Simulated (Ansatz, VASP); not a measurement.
**Two plane-wave programs on LiAl2O3**

INCAR

```
SYSTEM = LiAl2O3
PREC = Accurate
ENCUT = 600
EDIFF = 1E-6
ISMEAR = 0
SIGMA = 0.1
LREAL = .False.
LASPH = .True.
NELM = 100
ALGO = Normal
ISIF = 3
LWAVE = .False.
LCHARG = .False.
GGA = PE
IBRION = 2
NSW = 100
EDIFFG = -0.01
```

KPOINTS

```
Automatic mesh
0
Gamma
  12 12 4
  0 0 0
```

File POSCAR:

```
LiAl2O3
1.0
    2.8974424010      0.0000000000      0.0000000000
   -1.4487212005      2.5092587253      0.0000000000
    0.0000000000      0.0000000000     12.0392503805
Li Al O
1 2 3
Direct
    0.0000000000      0.0000000000      0.5000000000
    0.6666666667      0.3333333333      0.1142379902
    0.3333333333      0.6666666667      0.8857620098
    0.0000000000      0.0000000000      0.0000000000
    0.3333333333      0.6666666667      0.1707026080
    0.6666666667      0.3333333333      0.8292973920
```

Input for Ansatz:

```yaml
crystal:
  lattice:
    - [2.897442401, 0.0, 0.0]
    - [-1.4487212005, 2.5092587253, 0.0]
    - [0.0, 0.0, 12.0392503805]
  atoms:
    - { symbol: Li, position: [0.0, 0.0, 0.5] }
    - { symbol: Al, position: [0.6666666667, 0.3333333333, 0.1142379902] }
    - { symbol: Al, position: [0.3333333333, 0.6666666667, 0.8857620098] }
    - { symbol: O, position: [0.0, 0.0, 0.0] }
    - { symbol: O, position: [0.3333333333, 0.6666666667, 0.170702608] }
    - { symbol: O, position: [0.6666666667, 0.3333333333, 0.829297392] }
basis:
  ecutwfc: 420
kpoints:
  mp_grid: { grid: [12, 12, 4] }
hamiltonian:
  xc: pbe
scf:
  occupations: { method: gaussian, width: 0.1 }
output:
  forces: true
  stress: true
  eigenvalues: true
  write_density: true
  write_potential: true
  elf: true
  volumetric_format: npy
relax:
  adjacent_minimum: "off"
  f_tol: 0.01
  max_steps: 80
  cell: { stress_tol: 0.05 }
```

Alike in both runs: task relaxation of cell and atoms; functional PBE; k mesh 12 × 12 × 4; occupations gaussian, width 0.1 eV; no spin polarisation.

|  | VASP | Ansatz |
| --- | --- | --- |
| version | VASP 6.6.1 | Ansatz 0.2.0 |
| potentials or method | VASP PAW PBE potentials, release 64 (Li_sv, Al, O) | scalar-relativistic, plane waves, PAW |
| plane-wave cutoff (eV) | 600 | 420 |
| valence electrons in the cell | 27 | 27 |

```csv
,VASP,Ansatz,Ansatz less VASP
"gap on the k mesh at the Fermi level, each at its own relaxed structure (eV)",none,none,-
relaxed volume (Å³/atom),13.83,14.59,+0.755
relaxed cell length with the largest relative difference (Å),11.409,12.039,+0.6300
```

A gap of «none» marks a metal or a gap that the smearing closes. One of these differences is far larger than is usual between the two programs; its cause wasn't traced.

Caveats: the cutoff is under 1.25 times the usual one of these potentials, so pressure, stress and relaxed cells hold a basis-set (Pulay) error (VASP); an odd number of electrons without spin polarisation forces a metal; a magnetic or distorted state may lie lower.
